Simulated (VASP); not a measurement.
The system is Na7W.

```
CELL_PARAMETERS angstrom
0.00000 4.21524 4.21524
4.21524 0.00000 4.21524
4.21524 4.21524 0.00000
ATOMIC_POSITIONS crystal
Na 0.50000 0.00000 0.00000
Na 0.00000 0.50000 0.50000
Na 0.00000 0.50000 0.00000
Na 0.50000 0.00000 0.50000
Na 0.00000 0.00000 0.50000
Na 0.50000 0.50000 0.00000
Na 0.50000 0.50000 0.50000
W 0.00000 0.00000 0.00000
```

The cell was built by a generator and needn't be a form met in nature.

The cell isn't the ideal one: species swapped into the Zn7Tc type (Fm-3m, No. 225).

| Quantity | Value |
| --- | --- |
| Program | VASP 6.6.1 |
| Task | relaxation of cell and atoms |
| Functional | PBE |
| Potentials or basis | VASP PAW PBE potentials, release 64 (Na_pv, W_sv) |
| Cutoff | 600 eV |
| k mesh | 4 × 4 × 4 |
| Occupations | gaussian, width 0.1 eV |
| Spin | no spin polarisation |

At the start: pressure 15.0 GPa; volume 18.72 Å³/atom.

Q: How do energy, volume and symmetry change on relaxing?

A: Over 4 steps the energy falls by 322.8 meV/atom and the volume is 28.13 Å³/atom (+50.2 %); space group Fm-3m (No. 225, to 0.05 Å).

Step by step:
```tsv
step	energy change (eV)	largest force (eV/Å)	pressure (GPa)	volume (Å³)
1	0.0000	0.0000	15.03	149.80
2	-2.2002	0.0000	3.90	191.19
3	-2.5412	0.0000	1.07	214.26
4	-2.5821	0.0000	0.17	225.05
```

Final structure:
```yaml
crystal:
  lattice:
    - [0.00000, 4.82782, 4.82782]
    - [4.82782, 0.00000, 4.82782]
    - [4.82782, 4.82782, 0.00000]
  atoms:
    - { symbol: Na, position: [0.50000, 0.00000, 0.00000] }
    - { symbol: Na, position: [0.00000, 0.50000, 0.50000] }
    - { symbol: Na, position: [0.00000, 0.50000, 0.00000] }
    - { symbol: Na, position: [0.50000, 0.00000, 0.50000] }
    - { symbol: Na, position: [0.00000, 0.00000, 0.50000] }
    - { symbol: Na, position: [0.50000, 0.50000, 0.00000] }
    - { symbol: Na, position: [0.50000, 0.50000, 0.50000] }
    - { symbol: W, position: [0.00000, 0.00000, 0.00000] }
```

Caveat: the volume moved by over 15 % at a fixed basis, so the end points are rough.
